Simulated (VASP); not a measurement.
Runs of VASP 6.6.1 on CsC. It takes space group F-43m (No. 216, cubic). The conventional cell has a = 6.220 Å, b = 6.220 Å, c = 6.220 Å, α = 90.00°, β = 90.00°, γ = 90.00°. Cs (site symmetry -43m) has 4 C at 2.69 Å as nearest neighbours. C (site symmetry -43m) has 4 Cs at 2.69 Å as nearest neighbours. The cell was built by a generator and needn't be a form met in nature.

| task | level | cell | cutoff (eV) | smearing | gap on the mesh (eV) | pressure (GPa) |
| --- | --- | --- | --- | --- | --- | --- |
| single point | PBE | as given | 520 | fermi-dirac 0.05 eV | none | 4.4 |
| relaxation of the atoms | RPBE | atoms relaxed | 520 | gaussian 0.05 eV | none | 5.8 |
| electron localisation function | BLYP | volume scaled by 1.25 | 520 | gaussian 0.05 eV | none | (a) |
| relaxation of cell and atoms | PBE | relaxed | 600 | gaussian 0.05 eV | none | 0.0 |

Alike in all rows: potentials or basis VASP PAW PBE potentials, release 64 (Cs_sv, C); no spin polarisation; k mesh 7 × 7 × 7.

Estimate the missing entries.

(a) 2.1.

Caveats: the PAW data sets were made with another functional, which shifts forces and pressure a little (some runs); the relaxation stopped at its first step, so nothing moved (some runs).

A k mesh can miss the band edges, and the runs leave out spin-orbit coupling on Cs.

A gap of «none» marks a metal or a gap under the smearing width.
